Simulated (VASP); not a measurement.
All values below come from PBEsol GGA, VASP's PBE PAW potentials (set 64) (plane waves; VASP 6.6.1).

Input for VASP

INCAR:
```
! general
SYSTEM  = WS2
PREC    = Accurate
ENCUT   = 400
LREAL   = .FALSE.
LASPH   = .TRUE.

! electronic loop
EDIFF   = 1E-7
NELM    = 100
ALGO    = Normal
LMAXMIX = 6

! smearing
ISMEAR  = -5

! functional
GGA     = PS

! ions
ISIF    = 2

! output
LWAVE   = .FALSE.
LCHARG  = .TRUE.
LORBIT  = 11
NEDOS   = 601

! other
LEFG    = .TRUE.
```

**POSCAR**
```
WS2
1
    1.5737481054     0.9086041085     6.5047661231
   -1.5737481054     0.9086041085     6.5047661231
    0.0000000000    -1.8172082171     6.5047661231
W S
1 2
Direct
  0.0006762686   0.0006762686   0.0006762686
  0.4143293983   0.4143293983   0.4143293983
  0.2536973331   0.2536973331   0.2536973331
```

File KPOINTS:
```
K-points
0
G
  9 9 9
```

POTCAR, in this order: W_sv S (PBE.64 set). Program: vasp_std.

Without a dispersion term in the relaxation, distances and binding between the weakly bound layers, chains or molecules are unreliable, and so is what depends on them.

Task: What does the run give for the energy per atom (σ→0)?

Result: 
- energy per atom (σ→0): -8.424 eV/atom

OSZICAR:
```
...
DAV:  10    -0.252720926724E+02    0.46226E-03   -0.64367E-03  3442   0.635E-01    0.712E-02
DAV:  11    -0.252720475890E+02    0.45083E-04   -0.78318E-04  3043   0.214E-01    0.637E-02
DAV:  12    -0.252720556881E+02   -0.80991E-05   -0.66605E-05  3323   0.704E-02    0.138E-02
DAV:  13    -0.252720661208E+02   -0.10433E-04   -0.15929E-05  3327   0.292E-02    0.769E-03
DAV:  14    -0.252720662064E+02   -0.85605E-07   -0.25759E-06  3657   0.100E-02    0.219E-03
DAV:  15    -0.252720663251E+02   -0.11862E-06   -0.48353E-07  3626   0.521E-03    0.299E-03
DAV:  16    -0.252720663519E+02   -0.26886E-07   -0.32765E-08  1622   0.129E-03
   1 F= -.25272066E+02 E0= -.25272066E+02  d E =0.000000E+00
```

The structure comes from a computed database's WS2 entry (R3m); how it stands against other phases isn't given here. It was relaxed first.
